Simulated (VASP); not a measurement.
**GaGe7: relaxation of cell and atoms with LDA**

Crystal: GaGe7.

```
Ga Ge
1.0
     5.62490    0.00000    0.00000
     0.00000    5.62490    0.00000
     0.00000    0.00000    5.62490
Ga Ge
1 7
Direct
  0.00000 0.00000 0.00000
  0.00000 0.50000 0.50000
  0.50000 0.00000 0.50000
  0.50000 0.50000 0.00000
  0.25000 0.25000 0.25000
  0.25000 0.75000 0.75000
  0.75000 0.25000 0.75000
  0.75000 0.75000 0.25000
```

The cell was built by a generator and needn't be a form met in nature.

```json
{
 "Program": "VASP 6.6.1",
 "Task": "relaxation of cell and atoms",
 "Functional": "LDA",
 "Potentials or basis": "VASP PAW LDA potentials, release 64 (Ga_d, Ge_d)",
 "Cutoff": "600 eV",
 "k mesh": "7 × 7 × 7",
 "Occupations": "gaussian, width 0.05 eV",
 "Spin": "no spin polarisation",
 "Clamp": "in-plane edges of pure Ge",
 "Further INCAR settings": "ALGO = Normal; EDIFF = 1e-07; IBRION = 2; EDIFFG = -0.02; NSW = 40; ISIF = 3"
}
```

| Quantity | Value |
| --- | --- |
| Relaxed volume | 22.26 Å³/atom |
| Relaxed cell | a = 5.625 Å, b = 5.625 Å, c = 5.629 Å, α = 90.00°, β = 90.00°, γ = 90.00° |
| Space group after relaxing (to 0.05 Å) | P-43m (No. 215) |
| Energy gained by relaxing | 1.9 meV/atom |
| Ionic steps | 4 |
| Pressure after relaxing | 0.0 GPa |
| Band gap on the k mesh | none (metal or under the smearing width) |

The path:
| step | energy change (eV) | largest force (eV/Å) | pressure (GPa) | volume (Å³) |
| --- | --- | --- | --- | --- |
| 1 | 0.0000 | 0.2635 | 0.07 | 177.97 |
| 2 | -0.0120 | 0.1038 | 0.01 | 178.05 |
| 3 | -0.0134 | 0.0718 | 0.01 | 178.07 |
| 4 | -0.0153 | 0.0074 | 0.00 | 178.10 |

Final structure:
```
Ga Ge
1.0
     5.62490    0.00000    0.00000
     0.00000    5.62490    0.00000
     0.00000    0.00000    5.62917
Ga Ge
1 7
Cartesian
  0.0000 0.0000 0.0000
  0.0000 2.8125 2.8146
  2.8125 0.0000 2.8146
  2.8125 2.8125 0.0000
  1.3946 1.3946 1.3956
  1.3946 4.2303 4.2335
  4.2303 1.3946 4.2335
  4.2303 4.2303 1.3956
```

Levels at points of the mesh, in eV from the Fermi level:
| k point | band 52 | band 53 | band 54 | band 55 | band 56 | band 57 | band 58 | band 59 | band 60 | band 61 |
| --- | --- | --- | --- | --- | --- | --- | --- | --- | --- | --- |
| (0.00, 0.00, 0.00) | -1.95 | -1.95 | 1.02 | 1.03 | 1.03 | 1.03 | 1.46 | 1.46 | 1.62 | 1.62 |

Run time: 14 min on 1 thread of AMD EPYC 7R13 Processor (Zen 3) (shared host), peak memory 0.37 GiB.
